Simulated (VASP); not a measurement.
Input for VASP

### KPOINTS
```
Regular mesh
0
gamma
 16 16 16
```

### POSCAR
```
Rh
1.0
  0.0000000000   1.9497724415   1.9497724415
  1.9497724415   0.0000000000   1.9497724415
  1.9497724415   1.9497724415   0.0000000000
Rh
1
Direct
  0.0000000000   0.0000000000   0.0000000000
```

**INCAR**
```
! general
SYSTEM  = Rh
PREC    = Accurate
ENCUT   = 480
LREAL   = .FALSE.
LASPH   = .TRUE.

! electronic loop
EDIFF   = 1E-7
NELM    = 100
ALGO    = Normal
LMAXMIX = 4

! smearing
ISMEAR  = 1
SIGMA   = 0.1

! functional
GGA     = PE

! ions
ISIF    = 2

! output
LWAVE   = .FALSE.
LCHARG  = .FALSE.
```

POTCAR, in this order: Rh_pv (PBE.64 set). Program: vasp_std.

### Question
Translate this PBE calculation to Ansatz.

### Answer
One equivalent input (not run):
Ansatz 0.2 input:
```yaml
crystal:
  lattice:
    - [0.0000000, 1.9497724, 1.9497724]
    - [1.9497724, 0.0000000, 1.9497724]
    - [1.9497724, 1.9497724, 0.0000000]
  atoms:
    - { symbol: Rh, position: [0.0000000, 0.0000000, 0.0000000] }
kpoints:
  mp_grid: { grid: [16, 16, 16] }
hamiltonian:
  xc: pbe
  pseudopotentials: { kind: paw }
scf:
  occupations: { method: methfessel_paxton, width: 0.1 }
  max_iter: 100
output: { forces: true, stress: true, eigenvalues: true }
```
The two are equivalent in intent, not identical: each code has its own PAW files, so the cut-off isn't converted (ENCUT is set for VASP's; basis.ecutwfc is left out, and Ansatz then takes the one that its files recommend); Ansatz stops its SCF on the density residual and VASP on the energy change (EDIFF).

The compound is Rh in the fcc structure. This cell was strained or had an atom moved on purpose.
